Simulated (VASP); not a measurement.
Output of a VASP run:

**OSZICAR**
```
       N       E                     dE             d eps       ncg     rms          rms(c)
DAV:   1     0.963835477258E+02    0.96384E+02   -0.72412E+03  2024   0.105E+03
DAV:   2    -0.878369366486E+01   -0.10517E+03   -0.10051E+03  2408   0.345E+02
DAV:   3    -0.141289777418E+02   -0.53453E+01   -0.50723E+01  3188   0.610E+01
DAV:   4    -0.143836748391E+02   -0.25470E+00   -0.25286E+00  2768   0.135E+01
DAV:   5    -0.143946471302E+02   -0.10972E-01   -0.10983E-01  3160   0.263E+00    0.751E+00
DAV:   6    -0.134521324053E+02    0.94251E+00   -0.35048E+00  3240   0.165E+01    0.188E+00
DAV:   7    -0.134530659277E+02   -0.93352E-03   -0.77505E-02  2836   0.240E+00    0.111E+00
DAV:   8    -0.134549571929E+02   -0.18913E-02   -0.17302E-02  3680   0.118E+00    0.228E-01
DAV:   9    -0.134548029444E+02    0.15425E-03   -0.52573E-04  2504   0.198E-01    0.100E-01
DAV:  10    -0.134547870276E+02    0.15917E-04   -0.11347E-04  3136   0.116E-01    0.164E-02
DAV:  11    -0.134547865346E+02    0.49309E-06   -0.48795E-06  2692   0.269E-02    0.809E-03
DAV:  12    -0.134547856653E+02    0.86923E-06   -0.60569E-07  2984   0.966E-03    0.156E-03
DAV:  13    -0.134547856548E+02    0.10496E-07   -0.25983E-08  1620   0.226E-03
   1 F= -.13454786E+02 E0= -.13454786E+02  d E =0.000000E+00
```

**OUTCAR**
```
------------------------ aborting loop because EDIFF is reached ----------------------------------------
  FORCE on cell =-STRESS in cart. coord.  units (eV):
  Direction    XX          YY          ZZ          XY          YZ          ZX
  --------------------------------------------------------------------------------------
  Total        0.0092032      0.0092032      0.0092032      0.0000000      0.0000000      0.0000000
  in kB        0.4007479      0.4007479      0.4007479      0.0000000      0.0000000      0.0000000
  external PRESSURE =       0.4007479 kB  Pullay stress =       0.0000000 kB
  volume of cell :       36.79
      direct lattice vectors                 reciprocal lattice vectors
     0.000000000  2.639869667  2.639869667    -0.189403290  0.189403290  0.189403290
     2.639869667  0.000000000  2.639869667     0.189403290 -0.189403290  0.189403290
     2.639869667  2.639869667  0.000000000     0.189403290  0.189403290 -0.189403290
 POSITION                                       TOTAL-FORCE (eV/Angst)
 -----------------------------------------------------------------------------------
      0.00000      0.00000      0.00000         0.000000      0.000000      0.000000
      2.63987      2.63987      2.63987        -0.000000     -0.000000     -0.000000
 -----------------------------------------------------------------------------------
    total drift:                                0.000000     -0.000000     -0.000000
  FREE ENERGIE OF THE ION-ELECTRON SYSTEM (eV)
  ---------------------------------------------------
  free  energy   TOTEN  =       -13.4547856548 eV

  energy  without entropy=      -13.4547856548  energy(sigma->0) =      -13.45478565

 total charge

# of ion       s       p       d       tot
------------------------------------------
    1        2.143   5.973   2.574  10.689
    2        0.476   0.438   0.000   0.914
--------------------------------------------------
tot          2.619   6.411   2.574  11.604
```
(Selected blocks of OUTCAR.)

File POSCAR:
```
NbAl
1
   -0.0000000000     2.6398696672     2.6398696672
    2.6398696672     0.0000000000     2.6398696672
    2.6398696672     2.6398696672     0.0000000000
Nb Al
1 1
Direct
  0.0000000000   0.0000000000   0.0000000000
  0.5000000000   0.5000000000   0.5000000000
```

**Question.** Write an INCAR and KPOINTS that could have produced this output.

**Answer.** Several could match; the one computed here: the input of the run itself, PBE GGA, plane waves, VASP's PBE PAW potentials (set 64).

KPOINTS:
```
Regular mesh
0
gamma
13 13 13
```

### INCAR
```
# general
SYSTEM  = NbAl
PREC    = Accurate
ENCUT   = 400
LREAL   = F
LASPH   = T

# electronic loop
EDIFF   = 1E-7
NELM    = 100
ALGO    = Normal
LMAXMIX = 4

# smearing
ISMEAR  = -5

# functional
GGA     = PE

# ions
ISIF    = 2

# output
LWAVE   = F
LCHARG  = T
LORBIT  = 11
NEDOS   = 601
```

POTCAR, in this order: Nb_sv Al (PBE.64 set). Program: vasp_std.

For a metal the tetrahedron method with Blöchl corrections gives inexact stress and forces.

The structure was generated: NbAl was put into the rock salt type (Fm-3m), which need not be its known phase. It was relaxed first, which changed the volume by -37 %.
